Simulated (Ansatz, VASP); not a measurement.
## GaN in two plane-wave programs

One calculation is typed for both programs; each brings its own data sets. How far apart do they land? The cell is taken from a series of runs on this material, whose earlier steps may have relaxed, scaled, displaced or heated it; both programs get it as it stands.

Method: plane waves, with VASP 6.6.1 beside it; relaxation of cell and atoms at RPBE, in Ansatz 0.2.0.

## Step 1: The starting structure

It takes space group P6_3mc (No. 186, hexagonal). Conventional cell: a = 3.244 Å, b = 3.244 Å, c = 5.283 Å, α = 90.00°, β = 90.00°, γ = 120.00°. Nearest to Ga lie 4 N at 1.98 to 1.99 Å. Nearest to N lie 4 Ga at 1.98 to 1.99 Å. Farther neighbours and most contacts between anions are not listed.

Coordinates:

```
Ga N
1.0
     3.24418    0.00000    0.00000
    -1.62209    2.80954    0.00000
     0.00000    0.00000    5.28261
Ga N
2 2
Direct
  0.33333 0.66667 0.99903
  0.66667 0.33333 0.49903
  0.33333 0.66667 0.37597
  0.66667 0.33333 0.87597
```

## Step 2: VASP: relaxation of cell and atoms, RPBE

The relaxed volume is the usual yardstick between codes: in a stiff, nearly cubic crystal its relative difference is about their pressure difference at one cell divided by the bulk modulus.

Lines of VASP's logs that name or quote its potential files are left out, and so is its time.

INCAR reads:

```
SYSTEM = GaN
PREC = Accurate
ENCUT = 600
EDIFF = 1E-07
NELM = 120
ISMEAR = 0
SIGMA = 0.01
LREAL = .FALSE.
ALGO = Normal
GGA = RP
NBANDS = 24
LORBIT = 11
LWAVE = .FALSE.
LCHARG = .FALSE.
ISIF = 3
IBRION = 2
NSW = 80
EDIFFG = -0.005
LASPH = .TRUE.
GGA_COMPAT = .FALSE.
NELMIN = 4
EFERMI = MIDGAP
KPAR = 2
```

POSCAR reads:

```
GaN
1.0
    3.2441800000      0.0000000000      0.0000000000
   -1.6220900000      2.8095420000      0.0000000000
    0.0000000000      0.0000000000      5.2826140000
Ga N
2 2
Direct
    0.3333333333      0.6666666667      0.9990330545
    0.6666666667      0.3333333333      0.4990330545
    0.3333333333      0.6666666667      0.3759668982
    0.6666666667      0.3333333333      0.8759668982
```

KPOINTS reads:

```
Automatic mesh
0
Gamma
9 9 6
0 0 0
```

The projector-augmented-wave data sets are Ga_d and N (PBE family, release 64).

Run with:

```
$ mpirun -np 2 vasp_std
```

Numbers of over 12 decimals in the logs are rounded to 6 here.

What it wrote:

```text
[banner, memory and clock lines left out]
running    2 mpi-ranks, on    1 nodes
 distrk:  each k-point on    1 cores,    2 groups
 distr:  one band on    1 cores,    1 groups

 POSCAR found type information on POSCAR GaN
 POSCAR found :  2 types and       4 ions
|                                                                             |
|               ----> ADVICE to this user running VASP <----                  |
|                                                                             |
|     You enforced a specific xc type in the INCAR file but a different       |
|     [... a line on the potential file left out ...]
|     I HOPE YOU KNOW WHAT YOU ARE DOING!                                     |
|                                                                             |

 LDA part: xc-table for (Slater+PW92), standard interpolation
 POSCAR, INCAR and KPOINTS ok, starting setup
 FFT: planning ... GRIDC
 FFT: planning ... GRID_SOFT
 FFT: planning ... GRID
 WAVECAR not read
 entering main loop
       N       E                     dE             d eps       ncg     rms          rms(c)
DAV:   1     0.286969033682E+03    0.28697E+03   -0.19879E+04  2528   0.300E+03
DAV:   2     0.924330363787E+01   -0.27773E+03   -0.26503E+03  2504   0.550E+02
DAV:   3    -0.252827895805E+02   -0.34526E+02   -0.34075E+02  2736   0.151E+02
DAV:   4    -0.264705201662E+02   -0.11877E+01   -0.11851E+01  2992   0.310E+01
DAV:   5    -0.264902931217E+02   -0.19773E-01   -0.19766E-01  2720   0.355E+00    0.107E+01
DAV:   6    -0.225738510905E+02    0.39164E+01   -0.12435E+01  3920   0.507E+01    0.308E+00
DAV:   7    -0.226958065985E+02   -0.12196E+00   -0.15278E+00  2504   0.106E+01    0.270E+00
DAV:   8    -0.227103121332E+02   -0.14506E-01   -0.19169E-01  3416   0.647E+00    0.812E-01
DAV:   9    -0.226932387923E+02    0.17073E-01   -0.76731E-02  3896   0.463E+00    0.377E-01
DAV:  10    -0.226944548600E+02   -0.12161E-02   -0.54035E-03  2576   0.726E-01    0.121E-01
DAV:  11    -0.226944297498E+02    0.25110E-04   -0.20482E-03  3336   0.748E-01    0.587E-02
DAV:  12    -0.226944469455E+02   -0.17196E-04   -0.21024E-04  2456   0.107E-01    0.492E-02
DAV:  13    -0.226944579030E+02   -0.10957E-04   -0.17570E-04  3504   0.134E-01    0.383E-02
DAV:  14    -0.226944529946E+02    0.49084E-05   -0.23089E-05  2616   0.385E-02    0.230E-02
DAV:  15    -0.226944524109E+02    0.58367E-06   -0.25224E-06  2952   0.104E-02    0.157E-02
DAV:  16    -0.226944524580E+02   -0.47103E-07   -0.12273E-06  2472   0.925E-03    0.425E-03
DAV:  17    -0.226944525361E+02   -0.78006E-07   -0.83414E-07  3240   0.650E-03
   1 F= -.22694453E+02 E0= -.22694453E+02  d E =-.226945E+02
 curvature:   0.00 expect dE= 0.000E+00 dE for cont linesearch  0.000E+00
 trial: gam= 0.00000 g(F)=  0.187E-06 g(S)=  0.118E-03 ort = 0.000E+00 (trialstep = 0.100E+01)
 search vector abs. value=  0.118E-03
 bond charge predicted
       N       E                     dE             d eps       ncg     rms          rms(c)
DAV:   1    -0.226956051991E+02   -0.11527E-02   -0.16782E-02  2720   0.276E+00    0.209E-01
DAV:   2    -0.226947434386E+02    0.86176E-03   -0.20520E-03  3096   0.109E+00    0.101E-01
DAV:   3    -0.226944915368E+02    0.25190E-03   -0.49513E-04  3488   0.499E-01    0.208E-02
DAV:   4    -0.226944843368E+02    0.72001E-05   -0.68291E-05  2328   0.716E-02    0.172E-02
DAV:   5    -0.226944746436E+02    0.96932E-05   -0.57974E-06  3200   0.216E-02    0.996E-03
DAV:   6    -0.226944686622E+02    0.59813E-05   -0.61205E-06  3536   0.277E-02    0.797E-04
DAV:   7    -0.226944686872E+02   -0.24984E-07   -0.23081E-07  2192   0.473E-03
   2 F= -.22694469E+02 E0= -.22694469E+02  d E =-.161512E-04
 trial-energy change:   -0.000016  1 .order   -0.000014   -0.000118    0.000090
 step:   0.5819(harm=  0.5685)  dis= 0.00003  next Energy=   -22.694487 (dE=-0.348E-04)
 bond charge predicted
       N       E                     dE             d eps       ncg     rms          rms(c)
DAV:   1    -0.226946871944E+02   -0.21853E-03   -0.29435E-03  2712   0.116E+00    0.874E-02
DAV:   2    -0.226945355854E+02    0.15161E-03   -0.35780E-04  3088   0.452E-01    0.423E-02
DAV:   3    -0.226944903297E+02    0.45256E-04   -0.87495E-05  3488   0.210E-01    0.869E-03
DAV:   4    -0.226944891211E+02    0.12087E-05   -0.12025E-05  2336   0.300E-02    0.722E-03
DAV:   5    -0.226944874927E+02    0.16284E-05   -0.98585E-07  3128   0.895E-03    0.421E-03
DAV:   6    -0.226944863965E+02    0.10962E-05   -0.11277E-06  3416   0.119E-02    0.399E-04
DAV:   7    -0.226944863919E+02    0.45065E-08   -0.39832E-08  1232   0.203E-03
   3 F= -.22694486E+02 E0= -.22694486E+02  d E =-.338559E-04
 curvature:  -0.28 expect dE=-0.277E-06 dE for cont linesearch -0.259E-09
 trial: gam= 0.01104 g(F)=  0.513E-06 g(S)=  0.463E-06 ort =-0.328E-06 (trialstep = 0.916E+00)
 search vector abs. value=  0.984E-06
 reached required accuracy - stopping structural energy minimisation
```

OUTCAR, selected parts (step 2):

```text
ion  position               nearest neighbor table
   1  0.333  0.667  0.999-   4 1.98   4 1.98   4 1.98   3 1.99
   2  0.667  0.333  0.499-   3 1.98   3 1.98   3 1.98   4 1.99
   3  0.333  0.667  0.376-   2 1.98   2 1.98   2 1.98   1 1.99
   4  0.667  0.333  0.876-   1 1.98   1 1.98   1 1.98   2 1.99

  LATTYP: Found a hexagonal cell.
 ALAT       =     3.2441800000
 C/A-ratio  =     1.6283356657

 Subroutine GETGRP returns: Found 12 space group operations
 (whereof  6 operations were pure point group operations)

The static configuration has the point symmetry C_3v.
 The point group associated with its full space group is C_6v.

 Found     48 irreducible k-points:

   k-points           NKPTS =     48   k-points in BZ     NKDIM =     48   number of bands    NBANDS=     24

   dimension x,y,z NGX =    28 NGY =   28 NGZ =   42
   dimension x,y,z NGXF=    56 NGYF=   56 NGZF=   84

   ENCUT  =  600.0 eV  44.10 Ry    6.64 a.u.   6.48  6.48 10.55*2*pi/ulx,y,z

   NELECT =      36.0000    total number of electrons

 k-points in reciprocal lattice and weights: Automatic mesh
   0.00000000  0.00000000  0.00000000       0.002
   0.11111111  0.00000000  0.00000000       0.012
   0.22222222  0.00000000  0.00000000       0.012
   0.33333333  0.00000000  0.00000000       0.012
   0.44444444  0.00000000  0.00000000       0.012
   0.11111111  0.11111111  0.00000000       0.012
   0.22222222  0.11111111  0.00000000       0.025
   0.33333333  0.11111111  0.00000000       0.025
   0.44444444  0.11111111  0.00000000       0.012
[...]
0.33333333  0.22222222  0.50000000       0.025
   0.33333333  0.33333333  0.50000000       0.004

 average (electrostatic) potential at core
       1 -64.1030       2 -64.1030       3 -62.5657       4 -62.5657

 E-fermi :   5.7277

 k-point     1 :       0.0000    0.0000    0.0000
  band No.  band energies     occupation
    ...
     14       3.9473      2.00000
     15       3.9473      2.00000
     16       4.8856      2.00000
     17       4.9137      2.00000
     18       4.9137      2.00000
     19       6.5417      0.00000
     20       8.9092      0.00000
     21      13.9222      0.00000
     22      14.5846      0.00000
     23      14.5846      0.00000
    ...

 k-point     2 :       0.1111    0.0000    0.0000
  band No.  band energies     occupation
    ...
     14       3.1162      2.00000
     15       3.7158      2.00000
     16       3.9133      2.00000
     17       4.7722      2.00000
     18       4.8103      2.00000
     19       7.4667      0.00000
     20       9.6128      0.00000
     21      13.5384      0.00000
     22      13.9448      0.00000
     23      14.8728      0.00000
    ...

 k-point     3 :       0.2222    0.0000    0.0000
  band No.  band energies     occupation
    ...
     14       1.5198      2.00000
     15       2.4455      2.00000
     16       3.2022      2.00000
     17       4.4003      2.00000
     18       4.5313      2.00000
     19       8.6908      0.00000
     20      10.5524      0.00000
     21      12.4027      0.00000
     22      13.4024      0.00000
     23      14.8188      0.00000
    ...

  Total       -0.0015864     -0.0015864      0.0057790      0.0000000      0.0000000      0.0000000
  in kB       -0.0528505     -0.0528505      0.1925247      0.0000000      0.0000000      0.0000000
  external PRESSURE =       0.0289412 kB  Pullay stress =       0.0000000 kB

  energy-cutoff  :      600.00
  volume of cell :       48.09
      direct lattice vectors                 reciprocal lattice vectors
     3.242750719  0.000000000 -0.000000000     0.308380164  0.178043390  0.000000000
    -1.621375359  2.808304207  0.000000000     0.000000000  0.356086779  0.000000000
     0.000000000  0.000000000  5.280996657     0.000000000  0.000000000  0.189358196

 POSITION                                       TOTAL-FORCE (eV/Angst)
 -----------------------------------------------------------------------------------
     -0.00000      1.87220      5.27592         0.000000     -0.000000      0.001631
      1.62138      0.93610      2.63542         0.000000      0.000000      0.001631
     -0.00000      1.87220      1.98545        -0.000000      0.000000     -0.001631
      1.62138      0.93610      4.62595         0.000000      0.000000     -0.001631
 -----------------------------------------------------------------------------------
    total drift:                                0.000000      0.000001      0.000856

  FREE ENERGIE OF THE ION-ELECTRON SYSTEM (eV)
  ---------------------------------------------------
  free  energy   TOTEN  =       -22.6944863919 eV

  energy  without entropy=      -22.6944863919  energy(sigma->0) =      -22.69448639

 reached required accuracy - stopping structural energy minimisation

 total charge
# of ion       s       p       d       tot
------------------------------------------
    1        0.778   0.842  10.151  11.771
    2        0.778   0.842  10.151  11.771
    3        1.229   2.481   0.000   3.710
    4        1.229   2.481   0.000   3.710
--------------------------------------------------
tot          4.015   6.646  20.302  30.962

[... 3 further parts left out ...]
```

## Step 3: Ansatz: relaxation of cell and atoms, RPBE

Ansatz runs on its default PAW (the set named soft_2) files.

The same cell, functional and mesh now go to Ansatz, which takes its cutoff from its data sets.

input.yaml reads:

```yaml
crystal:
  lattice:
    - [3.2441795361, 0.0, 0.0]
    - [-1.6220897681, 2.8095418927, 0.0]
    - [0.0, 0.0, 5.2826137253]
  atoms:
    - { symbol: Ga, position: [0.3333333333, 0.6666666667, -0.0009668942] }
    - { symbol: Ga, position: [0.6666666667, 0.3333333333, 0.4990331058] }
    - { symbol: "N", position: [0.3333333333, 0.6666666667, 0.3759668942] }
    - { symbol: "N", position: [0.6666666667, 0.3333333333, 0.8759668942] }
kpoints:
  mp_grid: { grid: [9, 9, 6] }
hamiltonian:
  xc: rpbe
scf:
  occupations: { method: fixed }
output:
  forces: true
  stress: true
  eigenvalues: true
relax:
  adjacent_minimum: "off"
  f_tol: 0.001
  max_steps: 60
  cell: { stress_tol: 0.01 }
```

Run with:

```
$ ansatz run input.yaml --threads 8 --pin off --max-ram 14336MiB --backend cpu --events-out ev --progress --plain --runs-dir out
```

What it wrote:

```text
Engine: ansatz 0.2.0, aarch64-unknown-linux-gnu
Pseudopotentials: kind: paw
Pseudopotential: Ga, paw, valence charge 13, recommended cutoff 420 eV (normal), Ga.paw.azcp
Pseudopotential: N, paw, valence charge 5, recommended cutoff 420 eV (normal), N.paw.azcp
Functional definition: RPBE
  parameter kappa = 0.804
  parameter beta = 0.066725
  exchange = rpbe_x(kappa = kappa, mu = beta*pi^2/3)
  correlation = pbe_c(beta = beta)
Crystal: 4 atoms, lattice volume = 48.149 Å³
Basis set: ecut = 420 eV, 941 PW (Γ), exchange–correlation on 48×48×72 points (8 copies of the dense FFT grid, shifted against one another)
Bands: 22, of which v1, the nominal top of the filled ones, is band 18 counted from 1 (17 counted from 0)
Symmetry: 12 space group operations
Space group: P63mc (ITA 186), of the structure as read, at distance tolerance 3.6e-5 Å
k-points: 48 of 486 (time reversal used)
Non-local potential: Ga, projectors of the file, l = 0: 2, l = 1: 2, l = 2: 3, l = 3: 1
Non-local potential: N, projectors of the file, l = 0: 2, l = 1: 2, l = 2: 1
PAW form: soft (Blöchl's): semilocal exchange-correlation on the pseudo side does not see the compensation charge
PAW frozen core: Ga, regenerated for the run's functional, and the local potential with it (the file was generated under x = pbe(κ = 0.804, μ = 0.219515), c = pbe(β = 0.066725))
PAW frozen core: N, regenerated for the run's functional, and the local potential with it (the file was generated under x = pbe(κ = 0.804, μ = 0.219515), c = pbe(β = 0.066725))
PAW one-centre angular grid: Ga, 590 points (default); XC on 64 Gauss nodes
PAW one-centre angular grid: N, 110 points (default); XC on 64 Gauss nodes
Initial density: superposition of atomic densities (neutral atoms: chi_scale 0, normalization atom), corrected by the library's trained network
Initial wavefunctions: pseudopotential atomic-orbital guess
Functional: x = rpbe, c = pbe(β = 0.066725)
SCF iter   1: F=—  HF=-8349.916982 eV  |F-HF|=—  |Δ(HF+E_count)|=         —  Δρ=3.71e-3  dr2=3.28e-3  ethr=1.77e-3  ⟨swp⟩=4.1  Hψ=3700  notcnv=0  defer=47
preconditioner: auto → Resta (q_TF=auto, 2.599 Å⁻¹)  ε∞=4.9  [insulator: Δε(μ)=1.614 eV  Ē_g=16.322 eV  n_scr=22 (ndim 8)  ℏωp=32.1 eV  f_vac=0.011  ε∞_Penn≈4.9]
SCF iter   2: F=—  HF=-8349.916149 eV  |F-HF|=—  |Δ(HF+E_count)|=   8.33e-4  Δρ=1.54e-3  dr2=7.15e-4  ethr=9.12e-6  ⟨swp⟩=2.0  Hψ=2403  notcnv=0  defer=93
SCF iter   3: F=—  HF=-8349.916139 eV  |F-HF|=—  |Δ(HF+E_count)|=   9.93e-6  Δρ=9.41e-4  dr2=2.11e-4  ethr=1.98e-6  ⟨swp⟩=2.9  Hψ=1913  notcnv=0  defer=93
SCF iter   4: F=—  HF=-8349.916189 eV  |F-HF|=—  |Δ(HF+E_count)|=   4.94e-5  Δρ=1.69e-4  dr2=1.90e-5  ethr=5.87e-7  ⟨swp⟩=2.8  Hψ=1864  notcnv=0  defer=86
SCF iter   5: F=—  HF=-8349.916221 eV  |F-HF|=—  |Δ(HF+E_count)|=   3.24e-5  Δρ=7.42e-5  dr2=2.22e-6  ethr=5.29e-8  ⟨swp⟩=2.1  Hψ=1431  notcnv=0
SCF iter   6: F=-8349.916227 eV  HF=-8349.916227 eV  |F-HF|=1.63e-7  |Δ(HF+E_count)|=   5.62e-6  Δρ=1.19e-5  dr2=7.70e-8  ethr=2.78e-10  ⟨swp⟩=5.0  Hψ=5778  notcnv=0
SCF 1 converged in 6 iterations: F = -8349.916227 eV  dr2 = 7.70e-8
  greatest PAW one-centre occupation: 0.995 electrons in one spin orbital (limit 2), on the Ga atom at site 1 (counted from 0), in its partial waves of l = 2
relax step   1: F+E_penalty+E_count = -8349.91622689 eV  Δ(F+E_penalty+E_count) = +0.000e0 eV  max|allowed force component| = 1.343e-3 eV/Å  Δτ_max = 0.0000 Å  P = +0.004 GPa  Ω = 48.149 Å³  (6 SCF iters, dr2 threshold 1.00e-7 eV, accepted)
[...]
relax step   2: F+E_penalty+E_count = -8349.91622512 eV  Δ(F+E_penalty+E_count) = +1.769e-6 eV  max|allowed force component| = 7.930e-4 eV/Å  Δτ_max = 0.0001 Å  P = +0.001 GPa  Ω = 48.150 Å³  energy of the carried Pulay correction = -2.019e-6 eV  (6 SCF iters, dr2 threshold 1.13e-10 eV, accepted)
[...]
relax step   3: F+E_penalty+E_count = -8349.91622512 eV  Δ(F+E_penalty+E_count) = +1.819e-12 eV  max|allowed force component| = 7.914e-4 eV/Å  Δτ_max = 0.0000 Å  P = +0.001 GPa  Ω = 48.150 Å³  stress off target by 1.69e-3 GPa  SCF on the basis re-selected at this cell (its energy is not comparable with the rows above)  (5 SCF iters)
basis re-selected at this cell: Δ(F+E_penalty+E_count) = +1.819e-12 eV, ΔP = +0.000 GPa vs the last step (what re-selecting the basis moved, of the pressure what is left beyond the Pulay correction that the steps carried, after the strain that the cell walked since its last selection, with what the two solves' SCF thresholds leave and, on support functions, any second-order correction that the steps lacked; it is no  [...]
SCF converged after 5 iterations
Free energy (F): -8349.916225 eV
Harris-Foulkes:  -8349.916225 eV  (|F-HF|=5.46e-12)
Internal energy: -8349.916225 eV  (E = F + TS)
E sigma→0 (E₀):  -8349.916225 eV
Fermi energy:    9.058597 eV
--- Per-component energies (eV) ---
  E_band       = -30.105371
  E_kinetic    = 490.530873
  E_local      = -3985.857853  (includes V_loc(G=0)·N_el)
  E_nonlocal   = 946.906504
  E_hartree    = 1828.579576
  E_xc         = -256.655225
  E_vxc        = -266.199641  (∫ρ·V_xc dr)
  E_paw        = -4254.734320  (= ΣΔE_a)
  E_vpaw       = -872.644527  (= ΣTr[D̂ρ^β])
  E_aug_tail   = 0.000145  (compensation charges beyond the density's cutoff)
  E_ewald      = -3118.401204
  E_core_change = -0.284721  (= ΣΔE_core)
  E_smearing   = -0.000000  (= −TS)
  E_closure    = 0.000000  (closes the sum)
  Σ components = -8349.916225   (vs F -8349.916225, Δ=0.00e0)
--- Forces (eV/Å), atoms counted from 1 ---
  atom   1  Ga     0.00000000    -0.00000000     0.00079140
  atom   2  Ga     0.00000000     0.00000000     0.00079140
  atom   3  N      0.00000000     0.00000000    -0.00079130
  atom   4  N      0.00000000     0.00000000    -0.00079130
  max |Σ_I F_I| component: 1.98e-7 eV/Å
--- Stress (GPa, compression-positive) ---
        0.001693       0.000000       0.000000
        0.000000       0.001693      -0.000000
        0.000000       0.000000      -0.001488
  P = ⅓ Tr σ = 0.0006 GPa (0.006 kbar)
--- Band table (eV; the first three rows and the last of 48) ---
  k-point 0: bands = [... 14 lower, 8.0934, 9.0305, 9.0586, 9.0586, 10.6624, 13.0415, 18.0504, 18.7322]
  k-point 1: bands = [... 14 lower, 8.1549, 8.1947, 8.9903, 8.9903, 11.3838, 13.0953, 17.8591, 18.7664]
  k-point 2: bands = [... 14 lower, 8.3255, 8.3255, 8.8080, 8.8080, 12.3808, 13.1800, 17.4656, 17.8863]
  k-point 47: bands = [... 14 lower, 5.1651, 5.1651, 7.6912, 7.6912, 15.2060, 15.2060, 16.3433, 16.3433]
--- Relaxed structure (2 steps of the walk, 2 accepted, 1 SCFs on fresh bases) ---
  F+E_penalty+E_count = -8349.91622512 eV   max|allowed force component| = 7.914e-4 eV/Å   (the final SCF, on the basis selected at the relaxed cell)
  cell:  # Å, volume = 48.1500 Å³
    - [3.244114, 2.8866922463746335e-11, 0]
    - [-1.622057, 2.809485, 0]
    - [0, 0, 5.282907]
  atoms:
    - { symbol: Ga, position: [0.333333, 0.666667, -0.000956057] }
    - { symbol: Ga, position: [0.666667, 0.333333, 0.499044] }
    - { symbol: N, position: [0.333333, 0.666667, 0.375956] }
    - { symbol: N, position: [0.666667, 0.333333, 0.875956] }
```

## Step 4: Differences

Known differences besides the potentials themselves: fixed occupations in Ansatz, narrow Gaussian smearing in VASP; the cutoff is 420 eV in Ansatz and 600 eV in VASP; Ansatz makes its cores anew for this functional, VASP keeps those of its PBE data sets; Ansatz adds a Pulay correction to the stress that steers its cell, VASP none. Total energies have different zeros and are not compared.

Compared:

```
                                         quantity  Ansatz   VASP  difference
                                      volume (Å³)   48.15  48.09     +0.12 %
edge a after relaxation, in the typed setting (Å)   3.244  3.243     +0.04 %
edge c after relaxation, in the typed setting (Å)   5.283  5.281     +0.04 %
```

## Step 5: Outcome

```
difference in volume (relaxation of cell and atoms, RPBE) : 0.12 %
```

The difference in volume is 0.12 % (relaxation of cell and atoms, RPBE), within the 1.2 % picked in this series as the mark of a large difference, as far as the stopping tolerances let one tell. How closely two codes agree says nothing of how well the functional describes the real material.

[Lines on the potential files, build, host, timing and source positions are cut from VASP's logs without a mark.]

[Logs are printed without paths, hosts, clocks, repeated set-up lines and the standing remarks that a program may print on its own settings, such as how far it seeks lower states.]

[Hosts, paths, dates, database ids (printed as entryN), source tags and the programs' standing remarks are cut or masked in the printed files.]
